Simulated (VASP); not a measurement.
Here is the system:

```
CELL_PARAMETERS angstrom
      0.00000     2.51007     2.51007
      2.51007     0.00000     2.51007
      2.51007     2.51007     0.00000
ATOMIC_POSITIONS crystal
  Hf 0.00000 0.00000 0.00000
  O  0.75000 0.75000 0.75000
  O  0.25000 0.25000 0.25000
```

Calculation: PBEsol GGA, VASP's PBE PAW potentials (set 64) (plane waves; VASP 6.6.1). Run with 520 eV cut-off, 10×10×10 Γ-centred mesh, Gaussian smearing of 0.010 eV, potentials Hf_pv O.

Unless said otherwise, spin-orbit coupling is left out, though it shifts the bands of the heavy elements here.

Estimate the energy per atom (σ→0), band gap (on the k-mesh) with the smallest direct gap where there is one.

```
Quantity                                              Result
-----------------------------------  -----------------------
band gap (on the k-mesh)                             3.75 eV
smallest direct gap (on the k-mesh)                  3.75 eV
energy per atom (σ→0)                -1017.5 kJ/mol of atoms
```

Only differences to runs with the same potentials and settings are physical.

The structure comes from a computed database's HfO2 entry (Fm-3m); how it stands against other phases isn't given here. It was relaxed first.
